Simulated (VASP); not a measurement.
Given:

```
CELL_PARAMETERS angstrom
      0.00000     2.82000     2.82000
      2.82000     0.00000     2.82000
      2.82000     2.82000     0.00000
ATOMIC_POSITIONS crystal
  Na 0.00000 0.00000 0.00000
  Cl 0.50000 0.50000 0.50000
```

The numbers are results of G0W0 on PBE orbitals, VASP's PBE PAW potentials (set 64) (plane waves; VASP), not measurements. Settings: PREC = Normal, 500 eV cut-off, 6×6×6 Γ-centred mesh, Gaussian smearing of 0.010 eV, potentials Na_sv_GW Cl_GW.

The mesh is coarse and the basis finite, so the quasiparticle values are not converged.

NBANDS = 120, ENCUTGW = 180 eV, NOMEGA = 64. The PBE levels (eV) that the step starts from are:

```
state                            KS energy  filling
-------------------------------  ---------  -------
k1 (0.00, 0.00, 0.00), band 5       -13.59        2
k1 (0.00, 0.00, 0.00), band 6        -0.94        2
k1 (0.00, 0.00, 0.00), band 7        -0.94        2
k1 (0.00, 0.00, 0.00), band 8        -0.94        2
k1 (0.00, 0.00, 0.00), band 9         4.18        0
k1 (0.00, 0.00, 0.00), band 10       10.10        0
k1 (0.00, 0.00, 0.00), band 11       10.10        0
k1 (0.00, 0.00, 0.00), band 12       10.10        0
k8 (-0.33, 0.17, 0.00), band 5      -13.27        2
k8 (-0.33, 0.17, 0.00), band 6       -2.55        2
k8 (-0.33, 0.17, 0.00), band 7       -1.55        2
k8 (-0.33, 0.17, 0.00), band 8       -1.20        2
k8 (-0.33, 0.17, 0.00), band 9        6.94        0
k8 (-0.33, 0.17, 0.00), band 10       9.03        0
k8 (-0.33, 0.17, 0.00), band 11       9.26        0
k8 (-0.33, 0.17, 0.00), band 12      10.48        0
```

Problem. Give the quasiparticle energies and renormalisation factors Z.

Solution. 
```json
[
 {"state": "k1 (0.00, 0.00, 0.00), band 5", "QP energy (eV)": "-15.05", "Z": "0.71"},
 {"state": "k1 (0.00, 0.00, 0.00), band 6", "QP energy (eV)": "-2.84", "Z": "0.79"},
 {"state": "k1 (0.00, 0.00, 0.00), band 7", "QP energy (eV)": "-2.84", "Z": "0.79"},
 {"state": "k1 (0.00, 0.00, 0.00), band 8", "QP energy (eV)": "-2.84", "Z": "0.79"},
 {"state": "k1 (0.00, 0.00, 0.00), band 9", "QP energy (eV)": "5.09", "Z": "0.85"},
 {"state": "k1 (0.00, 0.00, 0.00), band 10", "QP energy (eV)": "11.36", "Z": "0.84"},
 {"state": "k1 (0.00, 0.00, 0.00), band 11", "QP energy (eV)": "11.36", "Z": "0.84"},
 {"state": "k1 (0.00, 0.00, 0.00), band 12", "QP energy (eV)": "11.36", "Z": "0.84"},
 {"state": "k8 (-0.33, 0.17, 0.00), band 5", "QP energy (eV)": "-14.70", "Z": "0.71"},
 {"state": "k8 (-0.33, 0.17, 0.00), band 6", "QP energy (eV)": "-4.69", "Z": "0.79"},
 {"state": "k8 (-0.33, 0.17, 0.00), band 7", "QP energy (eV)": "-3.55", "Z": "0.79"},
 {"state": "k8 (-0.33, 0.17, 0.00), band 8", "QP energy (eV)": "-3.16", "Z": "0.79"},
 {"state": "k8 (-0.33, 0.17, 0.00), band 9", "QP energy (eV)": "7.95", "Z": "0.84"},
 {"state": "k8 (-0.33, 0.17, 0.00), band 10", "QP energy (eV)": "10.34", "Z": "0.83"},
 {"state": "k8 (-0.33, 0.17, 0.00), band 11", "QP energy (eV)": "10.51", "Z": "0.84"},
 {"state": "k8 (-0.33, 0.17, 0.00), band 12", "QP energy (eV)": "11.93", "Z": "0.83"}
]
```
On the mesh the gap opens from 5.11 to 7.94 eV.

The compound is NaCl in the rock salt structure. The cell was not relaxed at this level.
